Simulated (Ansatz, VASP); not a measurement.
# Cross-check of O (O2 molecule) between VASP and Ansatz

One calculation is typed for both programs; each brings its own data sets. How far apart do they land? The cell is taken from a series of runs on this material, whose earlier steps may have relaxed, scaled, displaced or heated it; both programs get it as it stands.

Method: plane waves, with VASP 6.6.1 beside it; relaxation of the atoms at LDA, in Ansatz 0.2.0.

## 1. Starting point

The cell holds 2 atoms: 2 O. Cell: a = 12.000 Å, b = 12.500 Å, c = 13.000 Å, α = 90.0°, β = 90.0°, γ = 90.0°. Vacuum lies along a, b and c.

As a file:

```cif
data_structure
_symmetry_space_group_name_H-M 'P 1'
_symmetry_Int_Tables_number 1
_cell_length_a 12.0000
_cell_length_b 12.5000
_cell_length_c 13.0000
_cell_angle_alpha 90.000
_cell_angle_beta 90.000
_cell_angle_gamma 90.000
_cell_volume 1950.00
loop_
_atom_site_label
_atom_site_type_symbol
_atom_site_fract_x
_atom_site_fract_y
_atom_site_fract_z
_atom_site_occupancy
O1 O 0.45000 0.47000 0.45269 1
O2 O 0.45000 0.47000 0.54731 1
```

## 2. Ansatz: relaxation of the atoms, LDA

Ansatz runs on its default PAW (the set named soft_2) files.

A relaxation sums small force errors into a geometry.

File input.yaml:

```yaml
crystal:
  lattice:
    - [12.0, 0.0, 0.0]
    - [0.0, 12.5, 0.0]
    - [0.0, 0.0, 13.0]
  atoms:
    - { symbol: O, position: [0.45, 0.47, 0.4526923077], spin: 1.0 }
    - { symbol: O, position: [0.45, 0.47, 0.5473076923], spin: 1.0 }
magnetization:
  spin_polarized: true
  initial_magnetization: 2
  spin_locking: { lock_magnetization: hard }
basis:
  ecutwfc: 420
  xc_grid: 2
hamiltonian:
  xc: lda
kpoints:
  mp_grid: { grid: [1, 1, 1] }
scf:
  occupations: { method: fixed }
  max_iter: 150
output:
  forces: true
relax:
  f_tol: 0.01
  max_steps: 60
checkpoint:
  write: "../lda.run"
  compress: false
  write_wavefunctions: false
  write_every: 100000
```

The run is started by

```bash
$ ansatz run input.yaml --threads 1 --pin off --max-ram 2826MiB --backend cpu --events-out ev --progress --plain --runs-dir out
```

Numbers of over 12 decimals in the logs are rounded to 6 here.

The program printed:

```text
Engine: ansatz 0.2.0, aarch64-unknown-linux-gnu
Pseudopotentials: kind: paw
Pseudopotential: O, paw, valence charge 6, recommended cutoff 420 eV (normal), O.paw.azcp
Functional definition: SPW92
  exchange = slater_x
  correlation = pw_c
Crystal: 2 atoms, lattice volume = 1950.000 Å³
Basis set: ecut = 420 eV, 38063 PW (Γ), exchange–correlation on 162×180×180 points (8 copies of the dense FFT grid, shifted against one another)
Bands: 11, of which v1, the nominal top of the filled ones, is band 6 counted from 1 (5 counted from 0)
Symmetry: 8 space group operations
Space group: Pmmm (ITA 47), of the structure as read, at distance tolerance 1.2e-4 Å
Magnetic group: BNS 47.249 (UNI 347), of the structure as read, at distance tolerance 1.2e-4 Å
k-points: 1
Non-local potential: O, projectors of the file, l = 0: 2, l = 1: 2, l = 2: 1
PAW form: soft (Blöchl's): semilocal exchange-correlation on the pseudo side does not see the compensation charge
PAW frozen core: O, regenerated for the run's functional, and the local potential with it (the file was generated under x = pbe(κ = 0.804, μ = 0.219515), c = pbe(β = 0.066725))
PAW one-centre angular grid: O, 110 points (default); XC on 64 Gauss nodes
Initial density: superposition of atomic densities (neutral atoms: chi_scale 0, normalization atom)
Starting moments: Σ|m| = 2 μB on 2 of 2 sites
Initial wavefunctions: pseudopotential atomic-orbital guess
Functional: x = slater, c = lda
SCF iter   1: F=—  HF=-1104.640421 eV  |F-HF|=—  |Δ(HF+E_count)|=         —  Δρ=8.61e-3 (↑8.61e-3 ↓4.62e-3)  dr2=5.06e-1  dr2_m=5.24e-1  M=2.000 μB ∫|m|=2.020 μB  β_m=0.30  ethr=3.10e-3  ⟨swp⟩=4.0  Hψ=125  notcnv=0  defer=4
preconditioner: auto → Resta (q_TF=auto, 1.168 Å⁻¹)  ε∞=1.0  [insulator: Δε(μ)=6.381 eV  Ē_g=10.860 eV  n_scr=56 (ndim 8)  ℏωp=2.4 eV  f_vac=0.953  ε∞_Penn≈1.0  vacuum switching on, ρ_ref=8.6e-3 e/Å³]
spin=Collinear: Resta preconditioning applied to the charge; magnetization (m = ρ↑ − ρ↓) channel mixes plain (no charge-response kernel on spin).
SCF iter   2: F=—  HF=-1104.603667 eV  |F-HF|=—  |Δ(HF+E_count)|=   3.68e-2  Δρ=5.76e-3 (↑5.76e-3 ↓3.19e-3)  dr2=1.57e-1  dr2_m=2.69e-1  M=2.000 μB ∫|m|=2.024 μB  β_m=0.57  ethr=3.10e-3  ⟨swp⟩=2.5  Hψ=53  notcnv=0
SCF iter   3: F=—  HF=-1104.668173 eV  |F-HF|=—  |Δ(HF+E_count)|=   6.45e-2  Δρ=7.32e-4 (↑7.32e-4 ↓5.81e-4)  dr2=8.35e-4  dr2_m=7.12e-3  M=2.000 μB ∫|m|=2.037 μB  β_m=0.68  ethr=1.31e-3  ⟨swp⟩=2.5  Hψ=34  notcnv=0  defer=2
SCF iter   4: F=—  HF=-1104.671574 eV  |F-HF|=—  |Δ(HF+E_count)|=   3.40e-3  Δρ=9.48e-5 (↑3.91e-5 ↓9.48e-5)  dr2=1.62e-4  dr2_m=3.47e-5  M=2.000 μB ∫|m|=2.041 μB  β_m=0.64  ethr=6.96e-6  ⟨swp⟩=4.0  Hψ=60  notcnv=0  defer=6
SCF iter   5: F=—  HF=-1104.671529 eV  |F-HF|=—  |Δ(HF+E_count)|=   4.51e-5  Δρ=3.83e-5 (↑3.83e-5 ↓2.19e-5)  dr2=5.75e-6  dr2_m=1.31e-5  M=2.000 μB ∫|m|=2.041 μB  β_m=0.75  ethr=1.35e-6  ⟨swp⟩=2.0  Hψ=35  notcnv=0  defer=6
SCF iter   6: F=—  HF=-1104.671531 eV  |F-HF|=—  |Δ(HF+E_count)|=   2.24e-6  Δρ=6.61e-6 (↑6.37e-6 ↓6.61e-6)  dr2=1.83e-7  dr2_m=6.08e-7  M=2.000 μB ∫|m|=2.041 μB  β_m=0.88  ethr=2.08e-8  ⟨swp⟩=4.0  Hψ=61  notcnv=0
iter 7 did not close the SCF: its close was put off for the exchange–correlation potential of the local minority spin (scf_convergence_deferred on its scf_iter line)
SCF iter   7: F=-1104.671531 eV  HF=-1104.671531 eV  |F-HF|=2.34e-9  |Δ(HF+E_count)|=   2.01e-7  Δρ=7.68e-7 (↑7.68e-7 ↓6.10e-7)  dr2=1.00e-9  dr2_m=7.65e-9  M=2.000 μB ∫|m|=2.041 μB  β_m=0.92  ethr=1.53e-9  ⟨swp⟩=3.0  Hψ=54  notcnv=0
SCF iter   8: F=-1104.671531 eV  HF=-1104.671531 eV  |F-HF|=3.41e-12  |Δ(HF+E_count)|=   4.14e-9  Δρ=5.33e-8 (↑5.33e-8 ↓2.62e-8)  dr2=7.11e-12  dr2_m=2.71e-11  M=2.000 μB ∫|m|=2.041 μB  ethr=8.35e-12  ⟨swp⟩=1.0  Hψ=63  notcnv=0
SCF 1 converged in 8 iterations: F = -1104.671531 eV  dr2 = 7.11e-12
  greatest PAW one-centre occupation: 0.880 electrons in one spin orbital (limit 2), on the O atom at site 1 (counted from 0), in its partial waves of l = 0
relax step   1: F+E_penalty+E_count = -1104.67153109 eV  Δ(F+E_penalty+E_count) = +0.000e0 eV  max|allowed force component| = 2.047e0 eV/Å  Δτ_max = 0.0000 Å  (8 SCF iters, dr2 threshold 2.50e-6 eV, accepted)
[...]
relax step   3: F+E_penalty+E_count = -1104.70340814 eV  Δ(F+E_penalty+E_count) = -2.941e-3 eV  max|allowed force component| = 5.405e-2 eV/Å  Δτ_max = 0.0048 Å  (4 SCF iters, dr2 threshold 2.67e-5 eV, accepted)
[...]
relax step   4: F+E_penalty+E_count = -1104.70342682 eV  Δ(F+E_penalty+E_count) = -1.868e-5 eV  max|allowed force component| = 2.047e-3 eV/Å  Δτ_max = 0.0004 Å  (4 SCF iters, dr2 threshold 1.83e-7 eV, accepted)
[...]
relax step   5: F+E_penalty+E_count = -1104.70342682 eV  Δ(F+E_penalty+E_count) = -1.023e-10 eV  max|allowed force component| = 2.018e-3 eV/Å  Δτ_max = 0.0000 Å  (2 SCF iters, accepted)
SCF converged after 2 iterations
Magnetization: 2.0000 μB (7.0000 up, 5.0000 down)
Absolute magnetization: 2.0402 μB (∫|ρ↑−ρ↓|, with the PAW one-centre terms)
Spin contamination: 0.0038 ħ² per cell (⟨S²⟩ above its minimum at these occupations)
Per-site moments (μB) at R_I (Å): [(0.545444, 0.494960), (0.545444, 0.494960)]
Free energy (F): -1104.703427 eV
Harris-Foulkes:  -1104.703427 eV  (|F-HF|=8.19e-12)
Internal energy: -1104.703427 eV  (E = F + TS)
E sigma→0 (E₀):  -1104.703427 eV
Fermi energy:    -6.761109 (↑ -6.761109, ↓ -12.007549) eV
--- Per-component energies (eV) ---
  E_band       = -194.952170
  E_kinetic    = 339.907552
  E_local      = -2238.478710  (includes V_loc(G=0)·N_el)
  E_nonlocal   = 102.003698
  E_hartree    = 926.595013
  E_xc         = -139.288593
  E_vxc        = -178.992774  (∫ρ·V_xc dr)
  E_paw        = -293.260578  (= ΣΔE_a)
  E_vpaw       = -72.586552  (= ΣTr[D̂ρ^β])
  E_aug_tail   = 0.004843  (compensation charges beyond the density's cutoff)
  E_ewald      = 197.619503
  E_core_change = 0.193843  (= ΣΔE_core)
  E_smearing   = -0.000000  (= −TS)
  E_closure    = -0.000000  (closes the sum)
  Σ components = -1104.703427   (vs F -1104.703427, Δ=0.00e0)
--- Forces (eV/Å), atoms counted from 1 ---
  atom   1  O      0.00000000    -0.00000000     0.00201812
  atom   2  O      0.00000000     0.00000000    -0.00201812
  max |Σ_I F_I| component: 2.07e-25 eV/Å
--- The result so far, ahead of a search for a lower minimum behind the relaxation; the run's own can be another ---
--- Relaxed structure (5 steps of the walk, 5 accepted, 0 SCFs on fresh bases) ---
  F+E_penalty+E_count = -1104.70342682 eV   max|allowed force component| = 2.018e-3 eV/Å
  atoms:
    - { symbol: O, position: [0.45, 0.470000, 0.453850] }
    - { symbol: O, position: [0.45, 0.470000, 0.546150] }
--- Search for a lower minimum behind the relaxation: the rows below count on from the relaxation's ---
SCF iter   1: F=—  HF=-1104.681037 eV  |F-HF|=—  |Δ(HF+E_count)|=         —  Δρ=8.62e-3 (↑8.62e-3 ↓4.74e-3)  dr2=5.40e-1  dr2_m=5.36e-1  M=2.000 μB ∫|m|=2.019 μB  β_m=0.30  ethr=3.10e-3  ⟨swp⟩=4.0  Hψ=120  notcnv=0  defer=4
preconditioner: auto → Resta (q_TF=auto, 1.168 Å⁻¹)  ε∞=1.0  [insulator: Δε(μ)=6.867 eV  Ē_g=11.201 eV  n_scr=56 (ndim 8)  ℏωp=2.4 eV  f_vac=0.954  ε∞_Penn≈1.0  vacuum switching on, ρ_ref=9.1e-3 e/Å³]
spin=Collinear: Resta preconditioning applied to the charge; magnetization (m = ρ↑ − ρ↓) channel mixes plain (no charge-response kernel on spin).
SCF iter   2: F=—  HF=-1104.635266 eV  |F-HF|=—  |Δ(HF+E_count)|=   4.58e-2  Δρ=5.72e-3 (↑5.72e-3 ↓3.28e-3)  dr2=1.63e-1  dr2_m=2.74e-1  M=2.000 μB ∫|m|=2.024 μB  β_m=0.56  ethr=3.10e-3  ⟨swp⟩=2.5  Hψ=46  notcnv=0
SCF iter   3: F=—  HF=-1104.699552 eV  |F-HF|=—  |Δ(HF+E_count)|=   6.43e-2  Δρ=7.76e-4 (↑7.76e-4 ↓6.25e-4)  dr2=8.68e-4  dr2_m=8.12e-3  M=2.000 μB ∫|m|=2.036 μB  β_m=0.66  ethr=1.36e-3  ⟨swp⟩=2.0  Hψ=32  notcnv=0  defer=3
SCF iter   4: F=—  HF=-1104.703400 eV  |F-HF|=—  |Δ(HF+E_count)|=   3.85e-3  Δρ=1.00e-4 (↑3.34e-5 ↓1.00e-4)  dr2=1.64e-4  dr2_m=4.03e-5  M=2.000 μB ∫|m|=2.039 μB  β_m=0.63  ethr=7.23e-6  ⟨swp⟩=3.5  Hψ=62  notcnv=0  defer=6
SCF iter   5: F=—  HF=-1104.703359 eV  |F-HF|=—  |Δ(HF+E_count)|=   4.12e-5  Δρ=3.57e-5 (↑3.57e-5 ↓2.21e-5)  dr2=4.68e-6  dr2_m=1.20e-5  M=2.000 μB ∫|m|=2.039 μB  β_m=0.77  ethr=1.37e-6  ⟨swp⟩=2.0  Hψ=33  notcnv=0  defer=5
SCF iter   6: F=—  HF=-1104.703427 eV  |F-HF|=—  |Δ(HF+E_count)|=   6.76e-5  Δρ=5.76e-6 (↑3.95e-6 ↓5.76e-6)  dr2=2.12e-7  dr2_m=3.36e-7  M=2.000 μB ∫|m|=2.039 μB  β_m=0.89  ethr=3.90e-8  ⟨swp⟩=2.5  Hψ=34  notcnv=0  defer=5
iter 7 did not close the SCF: its close was put off for the exchange–correlation potential of the local minority spin (scf_convergence_deferred on its scf_iter line)
SCF iter   7: F=-1104.703427 eV  HF=-1104.703427 eV  |F-HF|=9.47e-10  |Δ(HF+E_count)|=   8.44e-8  Δρ=5.22e-7 (↑5.22e-7 ↓3.52e-7)  dr2=4.03e-10  dr2_m=3.26e-9  M=2.000 μB ∫|m|=2.039 μB  β_m=0.94  ethr=8.33e-10  ⟨swp⟩=2.5  Hψ=47  notcnv=0
SCF iter   8: F=-1104.703427 eV  HF=-1104.703427 eV  |F-HF|=1.59e-12  |Δ(HF+E_count)|=   1.27e-9  Δρ=3.36e-8 (↑3.36e-8 ↓1.98e-8)  dr2=6.27e-12  dr2_m=1.16e-11  M=2.000 μB ∫|m|=2.039 μB  ethr=3.36e-12  ⟨swp⟩=1.0  Hψ=63  notcnv=0
SCF 1 converged in 8 iterations: F = -1104.703427 eV  dr2 = 6.27e-12
iteration 8: the least curvature of the free energy that was read at this close is 0.762 (0.980 in the run's own bands): not negative
SCF converged after 2 iterations
Magnetization: 2.0000 μB (7.0000 up, 5.0000 down)
Absolute magnetization: 2.0402 μB (∫|ρ↑−ρ↓|, with the PAW one-centre terms)
Spin contamination: 0.0038 ħ² per cell (⟨S²⟩ above its minimum at these occupations)
Per-site moments (μB) at R_I (Å): [(0.545444, 0.494960), (0.545444, 0.494960)]
Free energy (F): -1104.703427 eV
Harris-Foulkes:  -1104.703427 eV  (|F-HF|=8.19e-12)
Internal energy: -1104.703427 eV  (E = F + TS)
E sigma→0 (E₀):  -1104.703427 eV
Fermi energy:    -6.761109 (↑ -6.761109, ↓ -12.007549) eV
--- Per-component energies (eV) ---
  E_band       = -194.952170
  E_kinetic    = 339.907552
  E_local      = -2238.478710  (includes V_loc(G=0)·N_el)
  E_nonlocal   = 102.003698
  E_hartree    = 926.595013
  E_xc         = -139.288593
  E_vxc        = -178.992774  (∫ρ·V_xc dr)
  E_paw        = -293.260578  (= ΣΔE_a)
  E_vpaw       = -72.586552  (= ΣTr[D̂ρ^β])
  E_aug_tail   = 0.004843  (compensation charges beyond the density's cutoff)
  E_ewald      = 197.619503
  E_core_change = 0.193843  (= ΣΔE_core)
  E_smearing   = -0.000000  (= −TS)
  E_closure    = -0.000000  (closes the sum)
  Σ components = -1104.703427   (vs F -1104.703427, Δ=0.00e0)
--- Forces (eV/Å), atoms counted from 1 ---
  atom   1  O      0.00000000    -0.00000000     0.00201812
  atom   2  O      0.00000000     0.00000000    -0.00201812
  max |Σ_I F_I| component: 2.07e-25 eV/Å
--- Relaxed structure (5 steps of the walk, 5 accepted, 0 SCFs on fresh bases) ---
  F+E_penalty+E_count = -1104.70342682 eV   max|allowed force component| = 2.018e-3 eV/Å
  atoms:
    - { symbol: O, position: [0.45, 0.470000, 0.453850] }
    - { symbol: O, position: [0.45, 0.470000, 0.546150] }
```

(Continued in part 2 of 2.)

[Lines on the potential files, build, host, timing and source positions are cut from VASP's logs without a mark.]

[Logs are printed without paths, hosts, clocks, repeated set-up lines and the standing remarks that a program may print on its own settings, such as how far it seeks lower states.]

[Hosts, paths, dates, database ids (printed as entryN), source tags and the programs' standing remarks are cut or masked in the printed files.]
